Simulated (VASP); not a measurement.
These are PBEsol GGA, VASP's PBE PAW potentials (set 64) (plane waves; VASP) values and carry that method's errors. For the first row: Settings: 400 eV cut-off, 14×14×14 Γ-centred mesh, tetrahedra with Blöchl corrections, potentials Ti_sv Mo_sv.

```
system                    energy (eV/atom)
------------------------  ----------------
TiMo₂ (space group Fmmm)          -10.7057
Ti (hcp)                           -8.3325
Mo (bcc)                          -11.7769
```

The references are the elements' solids at the same level; no temperature or zero-point terms are added.

**Question.** What is the formation energy per atom of TiMo2?

**Answer.** The references average (1×(-8.3325) + 2×(-11.7769))/3 = -10.6288 eV, so the formation energy is -10.7057 − (-10.6288) = -0.077 eV/atom.
